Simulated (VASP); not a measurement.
# FeP (relaxed from the CsCl type structure, space group Pm-3m): computed properties

Computed with PBEsol GGA, VASP's PBE PAW potentials (set 64) (plane waves; VASP 6.6.1).

- space group = Pm-3m (221)
- cell = a = b = c = 2.750 Å, α = β = γ = 90.00°
- volume per atom = 10.40 Å³/atom
- band gap (over mesh and band path) = none (metal, semimetal or under 0.01 eV)
- cell moment = 0.75 μB
- density = 6.93 g/cm³

```yaml
crystal:
  lattice:
    - [2.75020, 0.00000, 0.00000]
    - [0.00000, 2.75020, 0.00000]
    - [0.00000, 0.00000, 2.75020]
  atoms:
    - { symbol: Fe, position: [0.00000, 0.00000, 0.00000], spin: 0.8 }
    - { symbol: P, position: [0.50000, 0.50000, 0.50000] }
```

The structure was generated: FeP was put into the CsCl type type (Pm-3m), which need not be its known phase. It was relaxed first, which changed the volume by -31 %. Symmetry was kept, so distortions that lower it aren't found.
